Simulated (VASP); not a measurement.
Input:

```yaml
crystal:
  lattice:
    - [4.33936, 0.00000, 0.00000]
    - [-2.16968, 3.75800, 0.00000]
    - [0.00000, 0.00000, 16.04722]
  atoms:
    - { symbol: Cu, position: [0.66667, 0.33333, 0.50000] }
    - { symbol: I, position: [0.33333, 0.66667, 0.50000] }
```

Method: r2SCAN meta-GGA, VASP's PBE PAW potentials (set 64) (plane waves; VASP 6.6.1). Settings: 400 eV cut-off, 8×8×1 Γ-centred mesh, tetrahedra with Blöchl corrections, potentials Cu I.

The cell holds a wide vacuum, so values per volume refer to the whole cell. Unless said otherwise, spin-orbit coupling is left out, though it shifts the bands of the heavy elements here.

### Question
Tabulate the total density of states (states/eV per cell) against energy (eV; zero at the valence-band maximum or, without a gap, the Fermi level).

### Answer

```
E (eV) | DOS (states/eV)
    -9.99 |  0.00
    -9.76 |  0.00
    -9.41 |  0.00
    -9.18 |  0.00
    -8.95 |  0.00
    -8.72 |  0.00
    -8.38 |  0.00
    -8.15 |  0.00
    -7.92 |  0.00
    -7.68 |  0.00
    -7.34 |  0.00
    -7.11 |  0.00
    -6.88 |  0.00
    -6.65 |  0.00
    -6.30 |  0.00
    -6.07 |  0.00
    -5.84 |  0.00
    -5.61 |  0.15
    -5.27 | ##### 2.14
    -5.04 | ### 1.10
    -4.80 | ## 0.89
    -4.57 | ## 0.68
    -4.23 | ##### 2.17
    -4.00 | ############## 5.81
    -3.77 |  0.00
    -3.54 |  0.00
    -3.19 | ############################## 12.3
    -2.96 |  0.00
    -2.73 |  0.00
    -2.50 |  0.00
    -2.15 |  0.00
    -1.92 | ############## 5.55
    -1.69 | ######################### 10.3
    -1.46 | ######################### 10.3
    -1.12 | ################# 6.93
    -0.89 | #### 1.75
    -0.66 | ### 1.12
    -0.43 | ## 0.81
    -0.08 | # 0.30
     0.15 |  0.00
     0.38 |  0.00
     0.61 |  0.00
     0.96 |  0.00
     1.19 |  0.00
     1.42 |  0.00
     1.65 |  0.00
     1.99 |  0.03
     2.22 |  0.12
     2.45 | # 0.21
     2.68 | # 0.27
     3.03 | # 0.42
     3.26 | ## 1.02
     3.49 | #### 1.70
     3.72 | #### 1.48
     4.07 | ######### 3.83
     4.30 | ### 1.32
     4.53 | ##### 2.01
     4.76 | ######### 3.69
     5.10 | #### 1.53
     5.33 | ## 0.89
```
Within 2 eV below the valence-band maximum the largest weight inside VASP's projection spheres is Cu d.

The cell is a sheet with vacuum, built from a generated structure.
